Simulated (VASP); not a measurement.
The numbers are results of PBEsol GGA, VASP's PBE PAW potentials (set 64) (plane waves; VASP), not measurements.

Input for VASP

INCAR:
```
SYSTEM=ZnF2
PREC=Accurate; ENCUT=520; LREAL=F
LASPH=T
EDIFF=1E-7; NELM=100; ALGO=Normal
LMAXMIX=4
ISMEAR=0; SIGMA=0.05
GGA=PS
IBRION=2; NSW=30; ISIF=4
EDIFFG=-0.01
LWAVE=F; LCHARG=F
```

KPOINTS:
```
K-points
0
G
 5 5 7
0 0 0
```

POSCAR:
```
ZnF2
1.0
  4.7200633293   0.0000000000   0.0000000000
  0.0000000000   4.7200633293   0.0000000000
  0.0000000000   0.0000000000   3.1400927731
Zn F
2 4
Cart
  0.0000000000   0.0000000000   3.1400927731
  2.3600316647   2.3600316647   1.5700463866
  1.4329496894   1.4329496894   0.0000000000
  3.7929813541   0.9270819752   1.5700463866
  0.9270819752   3.7929813541   1.5700463866
  3.2871136399   3.2871136399   3.1400927731
```

POTCAR, in this order: Zn F (PBE.64 set). Program: vasp_std.

**Question.** What will the output report for the number of irreducible k-points (NKPTS), largest plane-wave count, number of space-group operations, FFT grid (NGX, NGY, NGZ)?

**Answer.** 
The number of irreducible k-points (NKPTS) is 24 and the largest plane-wave count is 1903. The number of space-group operations comes out as 16 and the FFT grid (NGX, NGY, NGZ) is 36 × 36 × 24.

The compound is ZnF2 in the rutile structure. It was relaxed first.
